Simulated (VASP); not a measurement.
```
NaF
1.0
    0.00000     2.23928     2.23928
    2.23928     0.00000     2.23928
    2.23928     2.23928     0.00000
Na F
1 1
Direct
  0.00000   0.00000   0.00000
  0.50000   0.50000   0.50000
```

Computed with r2SCAN meta-GGA, VASP's PBE PAW potentials (set 64) (plane waves; VASP). Run with 520 eV cut-off, 10×10×10 Γ-centred mesh, Gaussian smearing of 0.050 eV, potentials Na_pv F.

**Question.** Give the stress tensor in GPa (positive for a compressed cell).

**Answer.** 
```
4.29  0.00  0.00
0.00  4.29  0.00
0.00  0.00  4.29
```
The pressure is its mean diagonal, 4.29 GPa.

The compound is NaF in the rock salt structure. This cell is one point of a volume scan, at 0.94 of the reference volume.
